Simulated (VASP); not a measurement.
A convergence study with VASP on Se (trig): one setting is varied, all else stays as given below, so the limit is that of these other settings. Each run relaxes cell and ions from the cell shown.

```xyz
3
Lattice="2.1850 -3.7845 0.0000 2.1850 3.7845 0.0000 0.0000 0.0000 4.9500" Properties=species:S:1:pos:R:3 pbc="T T T"
Se     0.4916     0.8515     3.3000
Se     3.3868     0.0000     0.0000
Se     0.4916    -0.8515     1.6500
```

These are PBE GGA, VASP's PBE PAW potentials (set 64) (plane waves; VASP) values and carry that method's errors. The tightest run used: 550 eV cut-off, 10×10×7 Γ-centred mesh, Gaussian smearing of 0.050 eV, potentials Se.

Question: The settings run are 2×2×1 mesh; 3×3×2 mesh; 4×4×3 mesh; 6×6×4 mesh; 7×7×5 mesh; 8×8×6 mesh; 9×9×6 mesh; 10×10×7 mesh. From which on does the relaxed volume stay within 0.1 Å³/atom of the tightest run?

Answer: From 6×6×4 mesh on: it is off by 0.067 there and by no more than 0.1 in any finer run, while 4×4×3 mesh is off by 0.766.
| setting | relaxed volume (Å³/atom) | E (eV/atom) | irreducible k-points | difference judged (Å³/atom) |
|---|---|---|---|---|
| 2×2×1 mesh | 41.787 | -3.9238 | 2 | 12.028 |
| 3×3×2 mesh | 28.736 | -3.4701 | 6 | 1.023 |
| 4×4×3 mesh | 30.525 | -3.5055 | 9 | 0.766 |
| 6×6×4 mesh | 29.692 | -3.5030 | 24 | 0.067 |
| 7×7×5 mesh | 29.776 | -3.5037 | 32 | 0.016 |
| 8×8×6 mesh | 29.757 | -3.5035 | 50 | 0.003 |
| 9×9×6 mesh | 29.756 | -3.5036 | 62 | 0.003 |
| 10×10×7 mesh | 29.759 | -3.5036 | 80 | 0.000 |

Left out are rungs that failed or repeat a setting and relaxations that didn't move; long series are thinned to 24 rows.

The compound is Se in the trig structure.
